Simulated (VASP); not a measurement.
Input:

```
PbS
1.0
    0.00000     3.00192     3.00192
    3.00192     0.00000     3.00192
    3.00192     3.00192     0.00000
Pb S
1 1
Direct
  0.00000   0.00000   0.00000
  0.50000   0.50000   0.50000
```

These are PBE GGA, VASP's PBE PAW potentials (set 64) (plane waves; VASP) values and carry that method's errors. Run with 400 eV cut-off, 7×7×7 Γ-centred mesh, Gaussian smearing of 0.050 eV, potentials Pb_d S.

Question: Estimate the energy per atom (σ→0).

Answer: 
The energy per atom (σ→0) is -4.386 eV/atom.

The absolute energy has meaning only against runs of the same code, potentials and settings.

The structure comes from a measured PbS entry (Fm-3m) of the Crystallography Open Database, whose conditions weren't checked. It was relaxed first. The start is the result of an earlier pass.
